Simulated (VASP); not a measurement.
Level of theory: PBE GGA, VASP's PBE PAW potentials (set 64) (plane waves; VASP).

Gaps are without spin-orbit coupling.

```json
{
  "volume_per_atom": "13.87 Å³/atom",
  "band gap (over mesh and band path)": "3.79 eV",
  "smallest direct gap (over mesh and band path)": "4.65 eV",
  "hill_bulk_modulus": "24.6 GPa",
  "hill_shear_modulus": "20.6 GPa"
}
```

Question: Which relaxed crystal gives these values?
A. CdI2, P-3m1 (164)
B. NaH, Fm-3m (225)
C. LiBr, Fm-3m (225)
D. GaN, P6_3mc (186)

Answer: B, NaH, Fm-3m (225)
